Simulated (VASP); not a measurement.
Write the native input for VASP 6.6.1 that does the following.

| Property | Result |
| --- | --- |
| Task | relaxation of cell and atoms |
| Functional | PBEsol |
| Potentials or basis | VASP PAW PBE potentials, release 64 (Sn_d, C) |
| Cutoff | 600 eV |
| k mesh | 12 × 12 × 12 |
| Occupations | gaussian, width 0.02 eV |
| Spin | no spin polarisation |
| Dipole correction | no |
| Further INCAR settings | ALGO = Fast; EDIFF = 1e-07; IBRION = 2; EDIFFG = -0.005; NSW = 100; ISIF = 3 |

The structure of SnC2 lies in POSCAR:

```
SnC2
1.0
   -1.9867551384      1.9867551384      3.2582534043
    1.9867551384     -1.9867551384      3.2582534043
    1.9867551384      1.9867551384     -3.2582534043
Sn C
1 2
Direct
    0.0000000000      0.0000000000      0.0000000000
    0.5973763579      0.5973763579      0.0000000000
    0.4026236421      0.4026236421      0.0000000000
```

The cell comes from a database or a generator and needn't be the stable form of this composition.

The input as run:

INCAR

```
SYSTEM = SnC2
ALGO     = Fast           ! electronic algorithm
EDIFF    = 1E-7           ! SCF threshold, eV
EDIFFG   = -0.005         ! ionic threshold
ENCUT    = 600            ! plane-wave cutoff, eV
GGA      = PS             ! functional
IBRION   = 2              ! ionic algorithm
ISIF     = 3              ! what is computed and relaxed
ISMEAR   = 0              ! smearing method
LASPH    = .True.         ! aspherical terms in the spheres
LCHARG   = .False.        ! write CHGCAR
LREAL    = .False.        ! projectors in reciprocal space
LWAVE    = .False.        ! write WAVECAR
NELM     = 100            ! most SCF steps
NSW      = 100            ! ionic steps
PREC     = Accurate       ! precision mode
SIGMA    = 0.02           ! smearing width, eV
```

KPOINTS

```
k-points
0
Gamma
  12 12 12
  0 0 0
```

Potentials or basis: VASP PAW PBE potentials, release 64 (Sn_d, C).

The run is started by

```bash
$ cat potpaw_PBE.64/Sn_d/POTCAR potpaw_PBE.64/C/POTCAR > POTCAR
$ mpirun -np 1 vasp_std > vasp.out
```

Results of the run:

```json
{
 "Relaxed volume": "17.25 Å³/atom",
 "Relaxed cell": "a = 4.309 Å, b = 4.309 Å, c = 4.309 Å, α = 124.93°, β = 124.93°, γ = 81.65°",
 "Space group after relaxing (to 0.05 Å)": "I4/mmm (No. 139)",
 "Energy gained by relaxing": "0.2 meV/atom",
 "Ionic steps": "11",
 "Pressure after relaxing": "0.0 GPa",
 "Band gap on the k mesh": "0.39 eV, indirect (least direct gap 1.11 eV)"
}
```

Caveat: the PAW data sets were made with another functional, which shifts forces and pressure a little; spin-orbit coupling is left out, which moves the levels of the heavy elements.

Wall time 13 min on 1 thread of AMD EPYC 9R14 (Zen 4) (shared host), peak memory 0.3 GiB.
